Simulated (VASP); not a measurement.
Here is the system:

```yaml
crystal:
  lattice:
    - [2.88000, 0.00000, 0.00000]
    - [0.00000, 2.88000, 0.00000]
    - [0.00000, 0.00000, 2.88000]
  atoms:
    - { symbol: Cr, position: [0.00000, 0.00000, 0.00000], spin: 1.5 }
    - { symbol: Cr, position: [0.50000, 0.50000, 0.50000], spin: -1.5 }
```

These are PBE GGA, VASP's PBE PAW potentials (set 64) (plane waves; VASP 6.6.1) values and carry that method's errors. Numerical set-up: 400 eV cut-off, KSPACING 0.5 per Å, first-order Methfessel-Paxton smearing of 0.10 eV, potentials Cr_pv.

Q: Give the stress tensor in GPa (positive for a compressed cell).

A: 
```
-2.59   0.00   0.00
 0.00  -2.59   0.00
 0.00   0.00  -2.59
```
The pressure is its mean diagonal, -2.59 GPa.

The compound is Cr in the bcc, AFM order structure. The cell was not relaxed at this level. The run is one of a series of settings (KGAMMA = .TRUE., KSPACING = 0.5, KPOINTS file removed against the base run), some of them coarse on purpose.
